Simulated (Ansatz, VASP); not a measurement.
# InH in two plane-wave programs, part 2 of 2

Wanted: the spread between two codes on one cell, functional and k mesh. The cell is generated by rule, not measured, and may not be a known phase. The cell is taken from a series of runs on this material, whose earlier steps may have relaxed, scaled, displaced or heated it; both programs get it as it stands.

VASP 6.6.1 and Ansatz 0.2.0.

So far: The structure; Ansatz: zone-centre phonons, PBEsol.

## (3) VASP: zone-centre phonons, PBEsol

Level of this step: PBEsol; plane waves and PAW (In_d, H); invented cell (VASP).

The same cell, functional, mesh and smearing now go to VASP, with its own data sets.

Lines of VASP's logs that name or quote its potential files are left out, and so is its time.

INCAR

```
SYSTEM = InH
PREC = Accurate
ENCUT = 500
EDIFF = 1E-08
NELM = 120
ISMEAR = 1
SIGMA = 0.15
LREAL = .FALSE.
ALGO = Normal
GGA = PS
NBANDS = 20
LORBIT = 11
LWAVE = .FALSE.
LCHARG = .FALSE.
ISIF = 2
IBRION = 8
LASPH = .TRUE.
GGA_COMPAT = .FALSE.
KPAR = 2
```

POSCAR

```
InH
1.0
    3.3258883860     -0.0000025922      0.0000000000
   -1.6629419481      2.8803051285      0.0000000000
    0.0000000000      0.0000000000      6.2413504719
In H
2 2
Direct
    0.0000000000      0.0000000000      0.0000000000
    0.0000000000      0.0000000000      0.5000000000
    0.3333333333      0.6666666667      0.2500000000
    0.6666666667      0.3333333333      0.7500000000
```

KPOINTS

```
Automatic mesh
0
Gamma
12 12 6
0 0 0
```

PAW data sets: In_d and H (PBE family, release 64).

On the command line:

```
mpirun -np 2 vasp_std
```

Numbers of over 12 decimals in the logs are rounded to 6 here.

Log:

```text
[banner, memory and clock lines left out]
running    2 mpi-ranks, on    1 nodes
 distrk:  each k-point on    1 cores,    2 groups
 distr:  one band on    1 cores,    1 groups

 POSCAR found type information on POSCAR InH
 POSCAR found :  2 types and       4 ions
|                                                                             |
|               ----> ADVICE to this user running VASP <----                  |
|                                                                             |
|     You enforced a specific xc type in the INCAR file but a different       |
|     [... a line on the potential file left out ...]
|     I HOPE YOU KNOW WHAT YOU ARE DOING!                                     |
|                                                                             |

 LDA part: xc-table for (Slater+PW92), standard interpolation
 POSCAR, INCAR and KPOINTS ok, starting setup
 FFT: planning ... GRIDC
 FFT: planning ... GRID_SOFT
 FFT: planning ... GRID
 WAVECAR not read
 entering main loop
       N       E                     dE             d eps       ncg     rms          rms(c)
DAV:   1     0.215287775057E+03    0.21529E+03   -0.13332E+04  3048   0.179E+03
DAV:   2     0.539929583950E+01   -0.20989E+03   -0.20565E+03  3072   0.382E+02
DAV:   3    -0.105165345457E+02   -0.15916E+02   -0.15663E+02  3656   0.124E+02
DAV:   4    -0.110275641006E+02   -0.51103E+00   -0.51045E+00  3616   0.230E+01
DAV:   5    -0.110584198514E+02   -0.30856E-01   -0.30853E-01  4448   0.467E+00    0.429E+00
DAV:   6    -0.107087932538E+02    0.34963E+00   -0.55204E-01  4140   0.910E+00    0.206E+00
DAV:   7    -0.106700501241E+02    0.38743E-01   -0.28415E-01  4056   0.366E+00    0.728E-01
DAV:   8    -0.106693844541E+02    0.66567E-03   -0.20089E-02  3452   0.161E+00    0.197E-01
DAV:   9    -0.106694283455E+02   -0.43891E-04   -0.82202E-04  4292   0.209E-01    0.118E-01
DAV:  10    -0.106694325944E+02   -0.42489E-05   -0.18293E-04  4088   0.153E-01    0.504E-02
DAV:  11    -0.106694378357E+02   -0.52412E-05   -0.12303E-05  3376   0.403E-02    0.788E-03
DAV:  12    -0.106694368091E+02    0.10265E-05   -0.20339E-06  4516   0.882E-03    0.293E-03
DAV:  13    -0.106694367111E+02    0.97989E-07   -0.30863E-07  3048   0.293E-03    0.458E-04
DAV:  14    -0.106694366351E+02    0.76046E-07   -0.20254E-08  2388   0.887E-04    0.203E-04
DAV:  15    -0.106694366225E+02    0.12558E-07   -0.30586E-09  1780   0.463E-04    0.474E-05
DAV:  16    -0.106694366243E+02   -0.17599E-08   -0.49976E-10  1748   0.243E-04
   1 F= -.10669437E+02 E0= -.10669387E+02  d E =-.147574E-03
 Linear response reoptimize wavefunctions to high precision
DAV:   1    -0.106694366236E+02    0.71304E-09   -0.22394E-10  1764   0.175E-04
DAV:   2    -0.106694366235E+02    0.44565E-10   -0.11470E-10  1728   0.103E-04
 Linear response DOF=           4
 Linear response progress:
  Degree of freedom:   1/  4
       N       E                     dE             d eps       ncg     rms          rms(c)
RMM:   1    -0.226458489121E+00   -0.22646E+00   -0.13696E-01 13287   0.422E+00
RMM:   2    -0.229397762131E+00   -0.29393E-02   -0.15536E-02 16086   0.961E-01    0.532E-02
RMM:   3    -0.229235461292E+00    0.16230E-03   -0.15331E-03 16651   0.298E-01    0.191E-02
RMM:   4    -0.229039651053E+00    0.19581E-03   -0.14123E-04 17127   0.970E-02    0.164E-02
RMM:   5    -0.228970657489E+00    0.68994E-04   -0.24364E-05 16860   0.341E-02    0.552E-03
RMM:   6    -0.228915120558E+00    0.55537E-04   -0.33928E-06 17134   0.147E-02    0.317E-03
RMM:   7    -0.228899408656E+00    0.15712E-04   -0.12032E-06 16527   0.506E-03    0.226E-03
RMM:   8    -0.228901635390E+00   -0.22267E-05   -0.25151E-06 18177   0.211E-03    0.162E-03
RMM:   9    -0.228903279079E+00   -0.16437E-05   -0.10978E-06 18553   0.871E-04    0.130E-03
RMM:  10    -0.228908444103E+00   -0.51650E-05    0.17235E-08 17836   0.562E-04    0.946E-04
RMM:  11    -0.228906937053E+00    0.15070E-05   -0.11609E-07 18365   0.258E-04    0.123E-04
RMM:  12    -0.228908076400E+00   -0.11393E-05   -0.64520E-11 18612   0.153E-04    0.186E-04
RMM:  13    -0.228907831904E+00    0.24450E-06   -0.57466E-08 18445   0.987E-05    0.112E-04
RMM:  14    -0.228907179656E+00    0.65225E-06   -0.35920E-08 18693   0.740E-05    0.460E-05
RMM:  15    -0.228907127253E+00    0.52403E-07   -0.55323E-08 19085   0.506E-05    0.166E-05
RMM:  16    -0.228907169371E+00   -0.42117E-07    0.44317E-09 17817   0.410E-05    0.112E-05
RMM:  17    -0.228907223333E+00   -0.53962E-07   -0.70650E-09 13960   0.359E-05    0.207E-06
RMM:  18    -0.228907229160E+00   -0.58268E-08   -0.18387E-08 11346   0.332E-05    0.120E-06
 first order change of Fermi-energy   0.11001E-04
 force on displaced ion       1 direction 1 :   0.572  -0.000   0.000
 Linear response progress:
  Degree of freedom:   2/  4
       N       E                     dE             d eps       ncg     rms          rms(c)
RMM:   1    -0.249584518510E+00   -0.24958E+00   -0.11917E-01  5338   0.448E+00
RMM:   2    -0.251566587261E+00   -0.19821E-02   -0.20537E-02  6737   0.108E+00    0.898E-02
RMM:   3    -0.251549760190E+00    0.16827E-04   -0.30454E-03  6936   0.356E-01    0.327E-02
RMM:   4    -0.251325538050E+00    0.22422E-03    0.47879E-05  7249   0.122E-01    0.236E-02
RMM:   5    -0.251349576571E+00   -0.24039E-04   -0.18186E-04  7195   0.441E-02    0.119E-02
RMM:   6    -0.251332301947E+00    0.17275E-04    0.57414E-06  7209   0.170E-02    0.220E-03
RMM:   7    -0.251346416011E+00   -0.14114E-04   -0.65541E-05  7542   0.588E-03    0.830E-04
RMM:   8    -0.251340185514E+00    0.62305E-05   -0.13802E-06  7574   0.226E-03    0.443E-04
RMM:   9    -0.251339423287E+00    0.76223E-06   -0.26917E-06  7716   0.103E-03    0.197E-04
RMM:  10    -0.251338550515E+00    0.87277E-06    0.13044E-07  7357   0.477E-04    0.112E-04
RMM:  11    -0.251338123263E+00    0.42725E-06    0.31593E-06  8065   0.220E-04    0.105E-04
RMM:  12    -0.251338000742E+00    0.12252E-06    0.43097E-06  7867   0.117E-04    0.599E-05
RMM:  13    -0.251338396452E+00   -0.39571E-06    0.44006E-07  7303   0.101E-04    0.220E-05
RMM:  14    -0.251338458781E+00   -0.62328E-07    0.77922E-07  7897   0.616E-05    0.202E-05
RMM:  15    -0.251338510723E+00   -0.51943E-07    0.18611E-07  7588   0.435E-05    0.170E-05
RMM:  16    -0.251338505593E+00    0.51305E-08    0.41958E-07  7305   0.363E-05    0.147E-05
RMM:  17    -0.251338542716E+00   -0.37123E-07    0.32249E-08  7480   0.354E-05    0.115E-05
RMM:  18    -0.251338570940E+00   -0.28223E-07    0.13126E-07  7524   0.312E-05    0.117E-05
RMM:  19    -0.251338583386E+00   -0.12446E-07    0.35069E-08  5932   0.293E-05    0.393E-06
RMM:  20    -0.251338591422E+00   -0.80359E-08    0.20787E-08  6111   0.287E-05    0.122E-06
 first order change of Fermi-energy   0.17037E-04
 force on displaced ion       1 direction 3 :  -0.000   0.000  -3.528
 Linear response progress:
  Degree of freedom:   3/  4
       N       E                     dE             d eps       ncg     rms          rms(c)
RMM:   1    -0.138553881076E-01   -0.13855E-01    0.17778E-03 19820   0.505E-01
RMM:   2    -0.136897866983E-01    0.16560E-03   -0.60997E-04 17047   0.165E-01    0.444E-02
RMM:   3    -0.138917104976E-01   -0.20192E-03   -0.96050E-05 20519   0.651E-02    0.246E-02
RMM:   4    -0.142171389488E-01   -0.32543E-03   -0.34428E-05 18869   0.301E-02    0.242E-03
RMM:   5    -0.142397617808E-01   -0.22623E-04   -0.26928E-06 21580   0.118E-02    0.265E-03
RMM:   6    -0.142379757808E-01    0.17860E-05   -0.37619E-07 22227   0.365E-03    0.246E-03
RMM:   7    -0.142386788051E-01   -0.70302E-06    0.51132E-07 22525   0.127E-03    0.173E-03
RMM:   8    -0.142377445510E-01    0.93425E-06   -0.43468E-08 20487   0.792E-04    0.174E-03
RMM:   9    -0.142384038711E-01   -0.65932E-06    0.10095E-08 21598   0.292E-04    0.217E-04
RMM:  10    -0.142384323394E-01   -0.28468E-07    0.17206E-08 23225   0.105E-04    0.107E-04
RMM:  11    -0.142384597847E-01   -0.27445E-07   -0.89494E-09 22573   0.419E-05    0.166E-04
RMM:  12    -0.142383757058E-01    0.84079E-07   -0.17164E-09 21177   0.374E-05    0.595E-05
RMM:  13    -0.142383769343E-01   -0.12285E-08   -0.11543E-08 22849   0.168E-05    0.298E-05
 first order change of Fermi-energy   0.86083E-05
 force on displaced ion       3 direction 1 :   0.287   0.000   0.000
 Linear response progress:
  Degree of freedom:   4/  4
       N       E                     dE             d eps       ncg     rms          rms(c)
RMM:   1    -0.150788567115E-01   -0.15079E-01    0.38623E-03  8637   0.579E-01
RMM:   2    -0.145005555577E-01    0.57830E-03   -0.10663E-03  5773   0.230E-01    0.682E-02
RMM:   3    -0.146851687259E-01   -0.18461E-03   -0.10727E-04  6668   0.773E-02    0.345E-02
RMM:   4    -0.149798145167E-01   -0.29465E-03   -0.33365E-05  6137   0.329E-02    0.611E-03
RMM:   5    -0.150390386843E-01   -0.59224E-04   -0.25580E-06  7161   0.165E-02    0.737E-03
RMM:   6    -0.150393353753E-01   -0.29669E-06   -0.15660E-06  7463   0.496E-03    0.107E-02
RMM:   7    -0.150535764004E-01   -0.14241E-04   -0.37043E-07  6590   0.226E-03    0.124E-02
RMM:   8    -0.150559959229E-01   -0.24195E-05   -0.14940E-07  7010   0.124E-03    0.136E-02
RMM:   9    -0.150557192339E-01    0.27669E-06   -0.86969E-07  7448   0.471E-04    0.146E-02
RMM:  10    -0.150555752811E-01    0.14395E-06    0.11033E-07  7485   0.156E-04    0.153E-02
RMM:  11    -0.150555635691E-01    0.11712E-07    0.49079E-08  7927   0.653E-05    0.156E-02
 first order change of Fermi-energy  -0.15864E-03
 force on displaced ion       3 direction 3 :  -0.000   0.000   0.718
 Linear response finished
```

Parts of OUTCAR (step 3):

```text
ion  position               nearest neighbor table
   1  0.000  0.000  0.000-   2 3.12   2 3.12
   2  0.000  0.000  0.500-   1 3.12   1 3.12
   3  0.333  0.667  0.250-
   4  0.667  0.333  0.750-

  LATTYP: Found a hexagonal cell.
 ALAT       =     3.3258883860
 C/A-ratio  =     1.8765964902

 Subroutine GETGRP returns: Found 24 space group operations
 (whereof 12 operations were pure point group operations)

The static configuration has the point symmetry D_3d.
 The point group associated with its full space group is D_6h.

 Found     76 irreducible k-points:

   k-points           NKPTS =     76   k-points in BZ     NKDIM =     76   number of bands    NBANDS=     20

   dimension x,y,z NGX =    24 NGY =   24 NGZ =   48
   dimension x,y,z NGXF=    48 NGYF=   48 NGZF=   96

   ENCUT  =  500.0 eV  36.75 Ry    6.06 a.u.   6.06  6.06 11.38*2*pi/ulx,y,z

   NELECT =      28.0000    total number of electrons

 k-points in reciprocal lattice and weights: Automatic mesh
   0.00000000  0.00000000  0.00000000       0.001
   0.08333333  0.00000000  0.00000000       0.007
   0.16666667  0.00000000  0.00000000       0.007
   0.25000000  0.00000000  0.00000000       0.007
   0.33333333  0.00000000  0.00000000       0.007
   0.41666667  0.00000000  0.00000000       0.007
   0.50000000  0.00000000  0.00000000       0.003
   0.08333333  0.08333333  0.00000000       0.007
   0.16666667  0.08333333  0.00000000       0.014
[...]
0.33333333  0.25000000  0.50000000       0.014
   0.33333333  0.33333333  0.50000000       0.002

 average (electrostatic) potential at core
       1 -94.4655       2 -94.4655       3 -29.6801       4 -29.6801

  Total       -0.0274628     -0.0274628     -0.0211391      0.0000000     -0.0000000      0.0000000
  in kB       -0.7359193     -0.7359193     -0.5664634      0.0000000     -0.0000000      0.0000000
  external PRESSURE =      -0.6794340 kB  Pullay stress =       0.0000000 kB

  energy-cutoff  :      500.00
  volume of cell :       59.79
      direct lattice vectors                 reciprocal lattice vectors
     3.325888386 -0.000002592  0.000000000     0.300671680  0.173592563  0.000000000
    -1.662941948  2.880305128  0.000000000     0.000000271  0.347185595  0.000000000
     0.000000000  0.000000000  6.241350472     0.000000000  0.000000000  0.160221735

 POSITION                                       TOTAL-FORCE (eV/Angst)
 -----------------------------------------------------------------------------------
      0.00000      0.00000      0.00000        -0.000000      0.000000      0.000000
      0.00000      0.00000      3.12068        -0.000000      0.000000      0.000000
      0.00000      1.92020      1.56034         0.000000     -0.000000      0.000000
      1.66294      0.96010      4.68101        -0.000000     -0.000000     -0.000000
 -----------------------------------------------------------------------------------
    total drift:                               -0.000000      0.000000      0.000000

 Eigenvectors and eigenvalues of the dynamical matrix
 ----------------------------------------------------

   1 f  =    3.986992 THz    25.051012 2PiTHz  132.991750 cm-1    16.488868 meV
             X         Y         Z           dx          dy          dz
      0.000000  0.000000  0.000000    -0.000000    0.000000   -0.707107
      0.000000  0.000000  3.120675     0.000000    0.000000    0.707107
      0.000001  1.920203  1.560338     0.000000    0.000000    0.000000
      1.662945  0.960100  4.681013    -0.000000   -0.000000   -0.000000

   2 f  =    0.182369 THz     1.145861 2PiTHz    6.083190 cm-1     0.754219 meV
             X         Y         Z           dx          dy          dz
      0.000000  0.000000  0.000000     0.000000    0.000000    0.702435
      0.000000  0.000000  3.120675     0.000000    0.000000    0.702435
      0.000001  1.920203  1.560338     0.000000    0.000000    0.081144
      1.662945  0.960100  4.681013     0.000000    0.000000    0.081144

   3 f  =    0.002542 THz     0.015971 2PiTHz    0.084787 cm-1     0.010512 meV
             X         Y         Z           dx          dy          dz
      0.000000  0.000000  0.000000     0.625932    0.322285   -0.000000
      0.000000  0.000000  3.120675     0.625932    0.322285   -0.000000
      0.000001  1.920203  1.560338     0.058580    0.030162   -0.000000
      1.662945  0.960100  4.681013     0.058580    0.030162   -0.000000

   4 f  =    0.002542 THz     0.015971 2PiTHz    0.084787 cm-1     0.010512 meV
             X         Y         Z           dx          dy          dz
      0.000000  0.000000  0.000000    -0.322285    0.625932   -0.000000
      0.000000  0.000000  3.120675    -0.322285    0.625932   -0.000000
      0.000001  1.920203  1.560338    -0.030162    0.058580   -0.000000
      1.662945  0.960100  4.681013    -0.030162    0.058580   -0.000000

   5 f/i=    1.272024 THz     7.992365 2PiTHz   42.430165 cm-1     5.260668 meV
             X         Y         Z           dx          dy          dz
      0.000000  0.000000  0.000000    -0.133717   -0.694349    0.000000
      0.000000  0.000000  3.120675     0.133717    0.694349   -0.000000
      0.000001  1.920203  1.560338    -0.000000    0.000000   -0.000000
      1.662945  0.960100  4.681013    -0.000000    0.000000    0.000000

   6 f/i=    1.272024 THz     7.992365 2PiTHz   42.430165 cm-1     5.260668 meV
             X         Y         Z           dx          dy          dz
      0.000000  0.000000  0.000000     0.694349   -0.133717   -0.000000
      0.000000  0.000000  3.120675    -0.694349    0.133717    0.000000
      0.000001  1.920203  1.560338     0.000000   -0.000000    0.000000
      1.662945  0.960100  4.681013     0.000000   -0.000000   -0.000000

   7 f/i=    6.860343 THz    43.104806 2PiTHz  228.836410 cm-1    28.372086 meV
             X         Y         Z           dx          dy          dz
      0.000000  0.000000  0.000000    -0.000000    0.000000   -0.000000
      0.000000  0.000000  3.120675     0.000000    0.000000   -0.000000
      0.000001  1.920203  1.560338    -0.133741   -0.694344    0.000000
      1.662945  0.960100  4.681013     0.133741    0.694344    0.000000

   8 f/i=    6.860343 THz    43.104806 2PiTHz  228.836410 cm-1    28.372086 meV
             X         Y         Z           dx          dy          dz
      0.000000  0.000000  0.000000    -0.000000   -0.000000   -0.000000
      0.000000  0.000000  3.120675     0.000000    0.000000   -0.000000
      0.000001  1.920203  1.560338    -0.694344    0.133741   -0.000000
      1.662945  0.960100  4.681013     0.694344   -0.133741   -0.000000

   9 f/i=    8.305381 THz    52.184247 2PiTHz  277.037685 cm-1    34.348280 meV
             X         Y         Z           dx          dy          dz
      0.000000  0.000000  0.000000    -0.000000    0.000000    0.081144
      0.000000  0.000000  3.120675    -0.000000    0.000000    0.081144
      0.000001  1.920203  1.560338     0.000000   -0.000000   -0.702435
      1.662945  0.960100  4.681013    -0.000000    0.000000   -0.702435

  10 f/i=    9.697961 THz    60.934088 2PiTHz  323.489167 cm-1    40.107527 meV
             X         Y         Z           dx          dy          dz
      0.000000  0.000000  0.000000     0.012462    0.064699   -0.000000
      0.000000  0.000000  3.120675     0.012462    0.064699   -0.000000
      0.000001  1.920203  1.560338    -0.133160   -0.691323    0.000000
      1.662945  0.960100  4.681013    -0.133160   -0.691323    0.000000

  11 f/i=    9.697961 THz    60.934088 2PiTHz  323.489167 cm-1    40.107527 meV
             X         Y         Z           dx          dy          dz
      0.000000  0.000000  0.000000     0.064699   -0.012462    0.000000
      0.000000  0.000000  3.120675     0.064699   -0.012462    0.000000
      0.000001  1.920203  1.560338    -0.691323    0.133160   -0.000000
      1.662945  0.960100  4.681013    -0.691323    0.133160   -0.000000

  12 f/i=   16.823841 THz   105.707311 2PiTHz  561.182934 cm-1    69.577785 meV
             X         Y         Z           dx          dy          dz
      0.000000  0.000000  0.000000     0.000000   -0.000000   -0.000000
      0.000000  0.000000  3.120675     0.000000   -0.000000   -0.000000
      0.000001  1.920203  1.560338    -0.000000    0.000000   -0.707107
      1.662945  0.960100  4.681013    -0.000000    0.000000    0.707107

 ELASTIC MODULI CONTR FROM IONIC RELAXATION (kBar)
 Direction    XX          YY          ZZ          XY          YZ          ZX
 --------------------------------------------------------------------------------
 XX          -0.0000      0.0000      0.0000      0.0000      0.0000      0.0000
 YY           0.0000     -0.0000      0.0000     -0.0000      0.0000      0.0000
 ZZ          -0.0000     -0.0000      0.0000     -0.0000      0.0000      0.0000
 XY           0.0000     -0.0000     -0.0000     -0.0000      0.0000      0.0000
 YZ           0.0000      0.0000      0.0000     -0.0000      0.0000      0.0000
 ZX           0.0000     -0.0000      0.0000     -0.0000      0.0000      0.0000
 --------------------------------------------------------------------------------
```

## (4) Differences

Known differences besides the potentials themselves: VASP's run holds the zone centre alone; the cutoff is 420 eV in Ansatz and 500 eV in VASP; Ansatz makes its cores anew for this functional, VASP keeps those of its PBE data sets. Total energies have different zeros and are not compared.

Zone-centre modes by rising frequency (cm⁻¹; imaginary ones negative):

| program | modes |
| --- | --- |
| Ansatz | -556.8, -336.9, -327.9, -327.9, -228.3, -228.3, -42.3, -42.3, 0.0, 0.0, 0.0, 131.9 |
| VASP | -561.2, -323.5, -323.5, -277.0, -228.8, -228.8, -42.4, -42.4, 0.1, 0.1, 6.1, 133.0 |

The two lists differ in the order or number of single and degenerate modes, so they aren't paired one by one; the r.m.s. figure in the results sets the two lists side by side in order.

## (5) What came out

| Item | Value |
| --- | --- |
| r.m.s. difference of the optical zone-centre modes, each program's sorted by frequency (zone-centre phonons, PBEsol) | 18 cm⁻¹ |

**Reading.** The r.m.s. difference of the optical zone-centre modes, each program's sorted by frequency is 18 cm⁻¹ (zone-centre phonons, PBEsol). What causes the difference of the zone-centre phonons, PBEsol pair stays open here. Such differences can come from data sets, numerical settings and the points named under the comparisons, not from the functional's error against experiment.

[Lines on the potential files, build, host, timing and source positions are cut from VASP's logs without a mark.]

[Logs are printed without paths, hosts, clocks, repeated set-up lines and the standing remarks that a program may print on its own settings, such as how far it seeks lower states.]

[Hosts, paths, dates, database ids (printed as entryN), source tags and the programs' standing remarks are cut or masked in the printed files.]
